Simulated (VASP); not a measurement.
Data:

```
CELL_PARAMETERS angstrom
      0.00000     1.93611     1.93611
      1.93611     0.00000     1.93611
      1.93611     1.93611     0.00000
ATOMIC_POSITIONS crystal
  Ir 0.00000 0.00000 0.00000
```

These are PBE GGA with spin-orbit coupling, VASP's PBE PAW potentials (set 64) (plane waves; VASP) values and carry that method's errors. Run with 400 eV cut-off, 15×15×15 Γ-centred mesh, Gaussian smearing of 0.050 eV, potentials Ir.

Q: Give the stress tensor in GPa (positive for a compressed cell).

A: 
```
1.15  0.00  0.00
0.00  1.15  0.00
0.00  0.00  1.15
```
The pressure is its mean diagonal, 1.15 GPa.

The compound is Ir in the fcc structure. It was relaxed first.
